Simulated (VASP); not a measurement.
Given:

```
AlTi
1.0
    2.82335     0.00000     0.00000
    0.00000     2.82335     0.00000
    0.00000     0.00000     4.05982
Ti Al
1 1
Cartesian
  0.00000   0.00000   0.00000
  1.41167   1.41167   2.02991
```

Method: PBE GGA, VASP's PBE PAW potentials (set 64) (plane waves; VASP). Settings: 480 eV cut-off, 12×12×8 Γ-centred mesh, first-order Methfessel-Paxton smearing of 0.10 eV, potentials Ti_sv Al.

Energy and stress use the plane-wave basis of the starting cell.

Task: The ions, cell shape and volume at an external pressure of 15.0 GPa are relaxed. Give the cell that the relaxation ends in.

Result: 
```
AlTi
1.0
    2.72782     0.00000     0.00000
    0.00000     2.72782     0.00000
    0.00000     0.00000     3.91871
Ti Al
1 1
Direct
  0.00000   0.00000   0.00000
  0.50000   0.50000   0.50000
```
Space group P4/mmm (123), at a tolerance of 0.03 Å.

Task: How do energy and volume change from the first to the last step?

Result: The energy (σ→0) changes by +70.3 meV/atom and the volume by -9.9 %, in 9 ionic steps.

```tsv
step	E(σ→0) (eV)	max force (eV/Å)	pressure (GPa)	volume (Å³)
1	-12.3939	0.000	0.26	32.36
2	-11.7135	0.000	39.71	25.88
3	-12.2605	0.000	14.56	29.24
4	-12.2541	0.000	14.95	29.17
5	-12.2483	0.000	15.30	29.11
6	-12.2579	0.000	14.72	29.21
7	-12.2536	0.000	14.98	29.16
8	-12.2535	0.000	14.98	29.16
9	-12.2534	0.000	15.00	29.16
```

The compound is TiAl in the L1_0 structure. This run relaxes it under an external pressure of 15 GPa. Symmetry was kept, so distortions that lower it aren't found. The electron count is odd and the run is not spin-polarised, which forces a metal.
